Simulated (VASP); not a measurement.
An input for Quantum ESPRESSO's pw.x (written as the equivalent of a VASP run, and not itself run):

```
&CONTROL
  calculation = 'scf'
  pseudo_dir = './pseudo'
  outdir = './out'
  tprnfor = .true.
  tstress = .true.
/
&SYSTEM
  ibrav = 0
  nat = 5
  ntyp = 3
  ecutwfc = 92
  occupations = 'smearing'
  smearing = 'methfessel-paxton'
  degauss = 0.00735
  input_dft = 'pbe'
/
&ELECTRONS
  conv_thr = 7.3e-08
  electron_maxstep = 100
/
ATOMIC_SPECIES
  Li 6.940 Li.upf
  Cu 63.546 Cu.upf
  P 30.974 P.upf
CELL_PARAMETERS angstrom
    -1.9254100    1.9254100    4.7325900
     1.9254100   -1.9254100    4.7325900
     1.9254100    1.9254100   -4.7325900
ATOMIC_POSITIONS crystal
  Li   0.0000000  0.0000000  0.0000000
  Cu   0.7500000  0.2500000  0.5000000
  Cu   0.2500000  0.7500000  0.5000000
  P    0.6126600  0.6126600  0.0000000
  P    0.3873400  0.3873400  0.0000000
K_POINTS automatic
  10 10 10 0 0 0
HUBBARD {ortho-atomic}
U Cu-3d 1
```

Task: Write the VASP files for the same calculation (PBE+U).

Result: This is not unique; one that fits is 
INCAR:
```
! general
SYSTEM   =Li(CuP)2
PREC     =Accurate
ENCUT    =520
LREAL    =.FALSE.
LASPH    =.TRUE.

! electronic loop
EDIFF    =1E-6
NELM     =100
ALGO     =Normal
LMAXMIX  =4

! smearing
ISMEAR   =1
SIGMA    =0.1

! functional
GGA      =PE

! DFT+U
LDAU     =.TRUE.
LDAUTYPE =2
LDAUL    =-1 2 -1
LDAUU    =0 1.0 0
LDAUJ    =0 0 0
LDAUPRINT=1

! ions
ISIF     =2

! output
LWAVE    =.FALSE.
LCHARG   =.FALSE.
LORBIT   =10
```

KPOINTS:
```
Automatic mesh
0
Gamma
10 10 10
0 0 0
```

**POSCAR**
```
Li(CuP)2
1
   -1.9254100000     1.9254100000     4.7325900000
    1.9254100000    -1.9254100000     4.7325900000
    1.9254100000     1.9254100000    -4.7325900000
Li Cu P
1 2 2
Direct
  0.0000000000   0.0000000000   0.0000000000
  0.7500000000   0.2500000000   0.5000000000
  0.2500000000   0.7500000000   0.5000000000
  0.6126600000   0.6126600000   0.0000000000
  0.3873400000   0.3873400000   0.0000000000
```

POTCAR, in this order: Li_sv Cu P (PBE.64 set). Program: vasp_std.

Limits of the translation: the potentials are each code's own (VASP's PAW set, PseudoDojo norm-conserving files in pw.x), so ENCUT and ecutwfc are chosen apart and not converted; conv_thr bounds pw.x's estimated SCF error, while EDIFF bounds the energy change between steps; the +U projectors differ (PAW spheres against orthogonalised atomic orbitals), so the same U acts differently.

The structure comes from a computed database's Cu2LiP2 entry (I4/mmm); how it stands against other phases isn't given here. The cell was not relaxed at this level. The run is one of a series of settings (LDAU = .TRUE., LDAUJ = 0 0 0, LDAUL = -1 2 -1, LDAUTYPE = 2, LDAUU = 0 1.0 0 against the base run), some of them coarse on purpose.
